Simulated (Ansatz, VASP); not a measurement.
**BaOs: VASP beside Ansatz**

File INCAR:

```
ALGO = Normal ; EDIFF = 1E-6
ENCUT = 520 ; GGA = PS
ISIF = 2 ; ISMEAR = 0
LASPH = T ; LCHARG = F
LREAL = F ; LWAVE = F
NBANDS = 16 ; NELM = 80
PREC = Accurate ; SIGMA = 0.05
```

File KPOINTS:

```
k-points
0
Gamma
  8 8 8
```

Contents of POSCAR:

```
BaOs
1.0
    3.8908914018      0.0000000000      0.0000000000
    0.0000000000      3.8908914018      0.0000000000
    0.0000000000      0.0000000000      3.8908914018
Ba Os
1 1
Direct
    0.0000000000      0.0000000000      0.0000000000
    0.5000000000      0.5000000000      0.5000000000
```

Input for Ansatz:

```yaml
crystal:
  lattice:
    - [3.8908914018, 0.0, 0.0]
    - [0.0, 3.8908914018, 0.0]
    - [0.0, 0.0, 3.8908914018]
  atoms:
    - { symbol: Ba, position: [0.0, 0.0, 0.0] }
    - { symbol: Os, position: [0.5, 0.5, 0.5] }
basis:
  ecutwfc: 420
  ecutrho_ratio: 4
kpoints:
  mp_grid: { grid: [8, 8, 8] }
hamiltonian:
  xc: pbesol
scf:
  occupations: { method: gaussian, width: 0.05 }
output:
  forces: true
  stress: true
  eigenvalues: true
```

Alike in both runs: task single point; functional PBEsol; k mesh 8 × 8 × 8; occupations gaussian, width 0.05 eV; no spin polarisation.

|  | VASP | Ansatz |
| --- | --- | --- |
| version | VASP 6.6.1 | Ansatz 0.2.0 |
| potentials or method | VASP PAW PBE potentials, release 64 (Ba_sv, Os) | scalar-relativistic, plane waves, PAW |
| plane-wave cutoff (eV) | 520 | 420 |
| valence electrons in the cell | 18 | 26 |

```csv
,VASP,Ansatz,Ansatz less VASP
gap on the k mesh at the Fermi level (eV),none,none,-
pressure (GPa),-7.0,-8.0,-1.04
```

A gap of «none» marks a metal or a gap that the smearing closes. The functional is the same, so the differences come from potentials, cutoffs and numerics. The two sets of potentials don't hold the same shells in valence.

Caveats: the PAW data sets were made with another functional, which shifts forces and pressure a little (VASP). Spin-orbit coupling is left out, which matters for the levels of Ba, Os.
